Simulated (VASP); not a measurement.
# Mg6TiCu (Amm2) in VASP: atomic charges with r2SCAN+rVV10

Aim: the atomic charges of Mg6TiCu with r2SCAN+rVV10.

All numbers are computed with VASP 6.6.1; they aren't measurements. Logs are shortened: lines on timing, memory, paths and dates and some standing lists are left out, and cuts for length are marked.

**1. The structure**

The structure is orthorhombic, space group Amm2 (No. 38). The conventional cell has a = 4.854 Å, b = 6.145 Å, c = 10.812 Å, α = 90.00°, β = 90.00°, γ = 90.00°. Around Cu (site symmetry mm2) lie 2 Ti at 2.85 Å and 8 Mg at 2.90 to 3.08 Å. Around Ti (site symmetry mm2) lie 2 Cu at 2.85 Å and 10 Mg at 2.99 to 3.23 Å. Mg (site symmetry mm2) is surrounded by 10 Mg at 3.02 to 3.15 Å and 2 Ti at 3.08 Å. Mg (site symmetry m) has 8 Mg at 2.96 to 3.19 Å and 2 Ti at 2.99 to 3.23 Å and 2 Cu at 3.05 Å as nearest neighbours. Around Mg (site symmetry mm2) lie 10 Mg at 3.02 to 3.13 Å and 2 Cu at 3.08 Å. Around Mg (site symmetry m) lie 2 Cu at 2.90 to 3.32 Å and 8 Mg at 2.98 to 3.17 Å and 2 Ti at 3.01 Å.

The cell comes from a database or a generator and needn't be the stable form of this composition.

**2. Atomic charges, r2SCAN+rVV10**

The input, INCAR:

```
  PREC = Accurate
  ENCUT = 520
  EDIFF = 1E-6
  ISMEAR = 0
  SIGMA = 0.01
  LREAL = False
  LASPH = True
  NELM = 60
  ALGO = Normal
  ISIF = 2
  LWAVE = False
  LCHARG = False
  METAGGA = R2SCAN
  LMIXTAU = True
  LUSE_VDW = True
  IVDW_NL = 2
  BPARAM = 11.95
  CPARAM = 0.0093
  LORBIT = 11
```

The input, KPOINTS:

```
Automatic mesh
0
Gamma
  6 5 5
```

The input, POSCAR:

```
Mg6TiCu
1.0
    4.8544960000      0.0000000000      0.0000000000
    0.0000000000      3.0726120000      5.4061960000
    0.0000000000     -3.0726120000      5.4061960000
Cu Ti Mg
1 1 6
Cartesian
    0.0000000000      0.0000000000      8.8247067291
    2.4272480000      0.0000000000      7.3270066264
    2.4272480000      0.0000000000      1.7954733783
    2.4272480000     -1.5947286446      4.5157090197
    2.4272480000      1.5947286446      4.5157090197
    0.0000000000      0.0000000000      3.5875084160
    0.0000000000     -1.4890000656      6.3417274054
    0.0000000000      1.4890000656      6.3417274054
```

Potentials or basis: VASP PAW PBE potentials, release 64 (Cu, Ti_sv, Mg).

Started as:

```bash
cat potpaw_PBE.64/Cu/POTCAR potpaw_PBE.64/Ti_sv/POTCAR potpaw_PBE.64/Mg/POTCAR > POTCAR
mpirun -np 1 vasp_std > vasp.out
```

OUTCAR:

```text
PREC = Accurate
   ENCUT = 520
   EDIFF = 1E-6
   ISMEAR = 0
   LREAL = False
   LASPH = True
   NELM = 60
   ISIF = 2
   METAGGA = R2SCAN
   IVDW_NL = 2
   BPARAM = 11.95
   LORBIT = 11

 ion  position               nearest neighbor table
   1  0.000  0.816  0.816-   2 2.85   2 2.85   8 2.90   7 2.90   5 3.05   4 3.05   4 3.05   5 3.05
                             6 3.08   6 3.08
   2  0.500  0.678  0.678-   1 2.85   1 2.85   5 2.99   4 2.99   8 3.01   7 3.01   7 3.01   8 3.01
                             3 3.08   3 3.08   4 3.23   5 3.23
   3  0.500  0.166  0.166-   6 3.02   6 3.02   8 3.02   7 3.02   7 3.02   8 3.02   4 3.07   5 3.07
                             2 3.08   2 3.08   5 3.15   4 3.15
   4  0.500  0.158  0.677-   5 2.96   2 2.99   7 3.04   7 3.04   1 3.05   1 3.05   6 3.05   6 3.05
                             3 3.07   3 3.15   5 3.19   2 3.23
   5  0.500  0.677  0.158-   4 2.96   2 2.99   8 3.04   8 3.04   1 3.05   1 3.05   6 3.05   6 3.05
                             3 3.07   3 3.15   4 3.19   2 3.23
   6  0.000  0.332  0.332-   3 3.02   3 3.02   5 3.05   4 3.05   4 3.05   5 3.05   1 3.08   1 3.08
                             8 3.09   7 3.09   8 3.13   7 3.13
   7  0.000  0.344  0.829-   1 2.90   8 2.98   2 3.01   2 3.01   3 3.02   3 3.02   4 3.04   4 3.04
                             6 3.09   6 3.13   8 3.17
   8  0.000  0.829  0.344-   1 2.90   7 2.98   2 3.01   2 3.01   3 3.02   3 3.02   5 3.04   5 3.04
                             6 3.09   6 3.13   7 3.17

  LATTYP: Found a base centered orthorhombic cell.
 ALAT       =     6.1452240000
 B/A-ratio  =     1.7594789059
 C/A-ratio  =     0.7899624163

  Lattice vectors:

 A1 = (   0.0000000000,   3.0726120000,  -5.4061960000)
 A2 = (   0.0000000000,   3.0726120000,   5.4061960000)
 A3 = (   4.8544960000,   0.0000000000,   0.0000000000)

Analysis of symmetry for initial positions (statically):
=====================================================================
 Subroutine PRICEL returns:
 Original cell was already a primitive cell.

 Routine SETGRP: Setting up the symmetry group for a
 base centered orthorhombic supercell.

 Subroutine GETGRP returns: Found  4 space group operations
 (whereof  4 operations were pure point group operations)
 out of a pool of  8 trial point group operations.

The static configuration has the point symmetry C_2v.

Analysis of symmetry for dynamics (positions and initial velocities):
=====================================================================
 Subroutine PRICEL returns:
 Original cell was already a primitive cell.

[... 140 lines left out ...]
  volume/ion in A,a.u.               =      20.16       136.04
  Fermi-wavevector in a.u.,A,eV,Ry     =   0.983799  1.859110 13.168536  0.967860
  Thomas-Fermi vector in A             =   2.114984
   LORBIT       =     11    0 simple, 1 ext, 2 COOP (PROOUT), +10 PAW based schemes
   METAGGA = R2SCAN    functional components
   LHFCALC =     F    Hartree Fock is set to
   AEXX    =    0.0000 exact exchange contribution
   IVDW_NL    =     2    kernel type
   BPARAM     =11.9500
   IVDW    =     0    specifies the selected vdW correction
   LEPSILON=     F    determine dielectric tensor
   LRPA    =     F    only Hartree local field effects (RPA)
 non-spin polarized calculation
 Gauss-broadening in eV      SIGMA  =   0.01
  energy-cutoff  :      520.00
  volume of cell :      161.28
 maximum number of plane-waves:      4370
   NGX = 19   NGY = 23   NGZ = 23

 number of electron      35.0000006 magnetization

 Free energy of the ion-electron system (eV)
  ---------------------------------------------------
  ext. energy  EPLUGINS =         0.00000000
  ---------------------------------------------------
  free energy    TOTEN  =       -46.24848673 eV

  energy without entropy =      -46.24800065  energy(sigma->0) =      -46.24824369

 E-fermi :   3.5756     XC(G=0):  -9.9186

 val. band max:        3.5705534735   @ k =   0.5000  -0.4000   0.2000
 cond. band min:       3.5766943084   @ k =   0.0000   0.4000   0.0000
 fundamental gap:      0.0061408349
 Fermi energy:         3.5756017296

 k-point     1 :       0.0000    0.0000    0.0000
  band No.  band energies     occupation
      1     -56.0517      2.00000
      2     -31.3417      2.00000
      3     -31.2418      2.00000
      4     -31.1820      2.00000
      5      -3.9239      2.00000
      6       0.2839      2.00000
[... 589 lines left out ...]
     21       4.4848      0.00000
     22       5.2016      0.00000

 [... further k-points ...]

------------------------ aborting loop because EDIFF is reached ----------------------------------------

  FORCE on cell =-STRESS in cart. coord.  units (eV):
  Direction    XX          YY          ZZ          XY          YZ          ZX
  --------------------------------------------------------------------------------------
  -------------------------------------------------------------------------------------
  Total       -1.8173988     -1.8244944     -1.3404788      0.0000000      0.0000000      0.0000000
  in kB      -18.0545705    -18.1250604    -13.3167079      0.0000000      0.0000000      0.0000000
  external PRESSURE =     -16.4987796 kB  Pullay stress =       0.0000000 kB

 VOLUME and BASIS-vectors are now :
 -----------------------------------------------------------------------------
  energy-cutoff  :      520.00
  volume of cell :      161.28
      direct lattice vectors                 reciprocal lattice vectors
     4.854496000  0.000000000  0.000000000     0.205994608  0.000000000  0.000000000
     0.000000000  3.072612000  5.406196000     0.000000000  0.162727998  0.092486473
     0.000000000 -3.072612000  5.406196000     0.000000000 -0.162727998  0.092486473

 POSITION                                       TOTAL-FORCE (eV/Angst)
 -----------------------------------------------------------------------------------
      0.00000      0.00000      8.82471         0.000000      0.000000     -0.125797
      2.42725      0.00000      7.32701         0.000000      0.000000      0.205885
      2.42725      0.00000      1.79547         0.000000      0.000000     -0.005081
      2.42725     -1.59473      4.51571         0.000000      0.000638      0.047469
      2.42725      1.59473      4.51571         0.000000     -0.000638      0.047469
      0.00000      0.00000      3.58751         0.000000      0.000000     -0.021826
      0.00000     -1.48900      6.34173         0.000000     -0.044673     -0.074060
      0.00000      1.48900      6.34173         0.000000      0.044673     -0.074060
 -----------------------------------------------------------------------------------
    total drift:                                0.000000      0.000000     -0.004725

  FREE ENERGIE OF THE ION-ELECTRON SYSTEM (eV)
  ---------------------------------------------------
  free  energy   TOTEN  =       -46.2484867276 eV

  energy  without entropy=      -46.2480006485  energy(sigma->0) =      -46.24824369

 total charge

# of ion       s       p       d       tot
------------------------------------------
    1        0.456   0.284   9.135   9.875
    2        2.177   6.074   1.797  10.049
    3        0.207   0.165   0.013   0.385
    4        0.196   0.148   0.013   0.358
    5        0.196   0.148   0.013   0.358
    6        0.187   0.134   0.014   0.335
    7        0.203   0.147   0.015   0.364
    8        0.203   0.147   0.015   0.364
--------------------------------------------------
tot          3.826   7.248  11.016  22.089
```

OSZICAR:

```text
N       E                     dE             d eps       ncg     rms          rms(c)
DAV:   1     0.199262331359E+03    0.19926E+03   -0.15033E+04  1608   0.151E+03
DAV:   2    -0.291791096827E+02   -0.22844E+03   -0.22307E+03  1584   0.362E+02
DAV:   3    -0.519227399760E+02   -0.22744E+02   -0.22271E+02  2906   0.106E+02
[... 11 lines left out ...]
DAV:  15    -0.462484920243E+02    0.18039E-03   -0.15083E-03  2660   0.526E-01    0.259E-02
DAV:  16    -0.462484929271E+02   -0.90286E-06   -0.21430E-04  2536   0.244E-01    0.214E-02
DAV:  17    -0.462484843113E+02    0.86158E-05   -0.63300E-05  2506   0.862E-02    0.558E-03
DAV:  18    -0.462484891433E+02   -0.48319E-05   -0.88259E-06  1882   0.300E-02    0.260E-03
DAV:  19    -0.462484866014E+02    0.25418E-05   -0.44352E-06  1702   0.229E-02    0.948E-04
DAV:  20    -0.462484867276E+02   -0.12612E-06   -0.74269E-07   966   0.106E-02
   1 F= -.46248487E+02 E0= -.46248244E+02  d E =-.486079E-03
```

It took 12 min on 1 thread of Intel Xeon Platinum 8559C (Emerald Rapids), shared host; peak memory 0.67 GiB.

What came out:

| Property | Result |
| --- | --- |
| Free energy | -46.2485 eV |
| Pressure | -1.6 GPa |
| Largest force | 0.206 eV/Å |
| Band gap on the k mesh | none (metal or under the smearing width) |
| Valence electrons inside the program's atomic spheres | Cu 9.88; Ti 10.05; Mg 0.39, 0.36, 0.34 |

Forces in eV/Å, atoms in the order of the input:
```
Cu   0.000  0.000 -0.126
Ti   0.000  0.000  0.206
Mg   0.000  0.000 -0.005
Mg   0.000  0.001  0.047
Mg   0.000 -0.001  0.047
Mg   0.000  0.000 -0.022
Mg   0.000 -0.045 -0.074
Mg   0.000  0.045 -0.074
```

Caveat: the PAW data sets were made with another functional, which shifts forces and pressure a little.
